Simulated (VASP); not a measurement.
Write the native input for VASP 6.6.1 that does the following.

```yaml
Task: single point
Functional: PBE
Potentials_or_basis: VASP PAW PBE potentials, release 64 (Hf_pv, B, Br)
Cutoff: 520 eV
k_mesh: 6 × 6 × 6
Occupations: fermi-dirac, width 0.05 eV
Spin: no spin polarisation
Further_INCAR_settings: ALGO = Normal; EDIFF = 1e-07; NBANDS = 22
```

The structure of HfBBr2 lies in POSCAR:

```
HfBBr2
1.0
    4.8430300000      0.0000000000      0.0000000000
   -2.4215200000      4.1941900000      0.0000000000
    0.0000000000      0.0000000000      4.6271300000
Hf B Br
1 1 2
Direct
    0.0000000000      0.0000000000      0.5000000000
    0.0000000000      0.0000000000      0.0000000000
    0.3333300000      0.6666700000      0.6794100000
    0.6666700000      0.3333300000      0.3205900000
```

The cell was built by a generator and needn't be a form met in nature.

These files were run (other wordings do the same):

INCAR

```
SYSTEM = HfBBr2
PREC = Accurate
ENCUT = 520
EDIFF = 1E-7
ISMEAR = -1
SIGMA = 0.05
LREAL = .False.
LASPH = .True.
NELM = 80
ALGO = Normal
ISIF = 2
LWAVE = .False.
LCHARG = .False.
GGA = PE
NBANDS = 22
```

KPOINTS

```
regular mesh
0
Gamma
  6 6 6
  0 0 0
```

Potentials or basis: VASP PAW PBE potentials, release 64 (Hf_pv, B, Br).

The run is started by

```bash
$ cat potpaw_PBE.64/Hf_pv/POTCAR potpaw_PBE.64/B/POTCAR potpaw_PBE.64/Br/POTCAR > POTCAR
$ mpirun -np 1 vasp_std > vasp.out
```

Results of the run:

```
Pressure               : -0.5 GPa
Largest force          : 0.022 eV/Å
Band gap on the k mesh : none (metal or under the smearing width)
```

Caveat: an odd number of electrons without spin polarisation forces a metal; a magnetic or distorted state may lie lower.

Wall time 96 s on 1 thread of Intel(R) Xeon(R) Platinum 8488C (Sapphire Rapids) (shared host), peak memory 0.29 GiB.
